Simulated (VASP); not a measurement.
Data:

```
CELL_PARAMETERS angstrom
      3.95148     0.00000     0.00000
      0.00000     3.95148     0.00000
      0.00000     0.00000     5.57364
ATOMIC_POSITIONS crystal
  Zn 0.50000 0.00000 0.76310
  Zn 0.00000 0.50000 0.23690
  Se 0.00000 0.00000 0.50000
  S  0.50000 0.50000 0.00000
```

All values below come from HSE06 screened hybrid, VASP's PBE PAW potentials (set 64) (plane waves; VASP). Numerical set-up: 400 eV cut-off, 4×4×4 Γ-centred mesh, Gaussian smearing of 0.050 eV, potentials Zn Se S.

### Question
Give the stress tensor in GPa (positive for a compressed cell).

### Answer

```
-0.86   0.00   0.00
 0.00  -0.86   0.00
 0.00   0.00  -1.07
```
The pressure is its mean diagonal, -0.93 GPa.

The structure comes from a computed database's Zn2SeS entry (P-4m2); how it stands against other phases isn't given here. It was relaxed first. The cell's shape comes from a PBE relaxation.
